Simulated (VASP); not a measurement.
Here is the system:

```yaml
crystal:
  lattice:
    - [0.00000, 3.12401, 3.12401]
    - [3.12401, 0.00000, 3.12401]
    - [3.12401, 3.12401, 0.00000]
  atoms:
    - { symbol: Sn, position: [0.00000, 0.00000, 0.00000] }
    - { symbol: Te, position: [0.50000, 0.50000, 0.50000] }
```

Calculation: PBE GGA, VASP's PBE PAW potentials (set 64) (plane waves; VASP). Settings: 300 eV cut-off, 6×6×6 Γ-centred mesh, Gaussian smearing of 0.14 eV, potentials Sn_d Te.

At this cut-off the stress carries a Pulay error, which pulls relaxed volumes low. Unless said otherwise, spin-orbit coupling is left out, though it shifts the bands of the heavy elements here.

Estimate the energy per atom (σ→0), pressure, band gap (on the k-mesh) with the smallest direct gap where there is one.

| Item | Value |
|---|---|
| band gap (on the k-mesh) | 0.18 eV |
| smallest direct gap (on the k-mesh) | 0.18 eV |
| energy per atom (σ→0) | -3.756 eV/atom |
| pressure | 3.47 GPa |

Total energies compare only between runs with the same potentials, cut-off and functional.

The structure comes from a computed database's SnTe entry; how it stands against other phases isn't given here. The cell was not relaxed at this level.
